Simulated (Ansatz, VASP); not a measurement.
# One calculation of NaLa, two programs

The input INCAR:

```
ALGO = Normal
EDIFF = 1E-7
ENCUT = 520
GGA = PE
ISIF = 2
ISMEAR = -1
LASPH = True
LCHARG = True
LELF = True
LREAL = False
LVHAR = True
LWAVE = False
NBANDS = 16
NELM = 80
PREC = Accurate
SIGMA = 0.05
```

The input KPOINTS:

```
k-points
0
Gamma
  7 7 4
```

Contents of POSCAR:

```
NaLa
1.0
    3.6783757841      0.0000000000      0.0000000000
   -1.8391878920      3.1855668737      0.0000000000
    0.0000000000      0.0000000000      6.4837820000
La Na
1 1
Direct
    0.3333333333      0.6666666667      0.5000000000
    0.0000000000      0.0000000000      0.0000000000
```

File input.yaml:

```yaml
crystal:
  lattice:
    - [3.6783757841, 0.0, 0.0]
    - [-1.839187892, 3.1855668737, 0.0]
    - [0.0, 0.0, 6.483782]
  atoms:
    - { symbol: La, position: [0.3333333333, 0.6666666667, 0.5] }
    - { symbol: Na, position: [0.0, 0.0, 0.0] }
hamiltonian:
  xc: pbe
  pseudopotentials: { kind: paw }
kpoints:
  mp_grid: { grid: [7, 7, 4] }
scf:
  occupations: { method: fermi_dirac, width: 0.05 }
output:
  forces: true
  stress: true
  eigenvalues: true
```

The cell comes from a database or a generator and needn't be the stable form of this composition.

Alike in both runs: task single point; functional PBE; k mesh 7 × 7 × 4; occupations fermi-dirac, width 0.05 eV; no spin polarisation.

```csv
,VASP,Ansatz
version,VASP 6.6.1,Ansatz 0.2.0
potentials or method,"VASP PAW PBE potentials, release 64 (La, Na_pv)",Ansatz PAW
plane-wave cutoff (eV),520,420
valence electrons in the cell,18,20
```

```csv
,VASP,Ansatz,Ansatz less VASP
gap on the k mesh at the Fermi level (eV),none,none,-
pressure (GPa),-0.9,-0.9,-0.02
largest component of the traceless stress (GPa),0.84,0.86,+0.012
```

A gap of «none» marks a metal or a gap that the smearing closes. The functional is the same, so the differences come from potentials, cutoffs and numerics. The two sets of potentials don't hold the same shells in valence.

Spin-orbit coupling is left out, which matters for the levels of La.
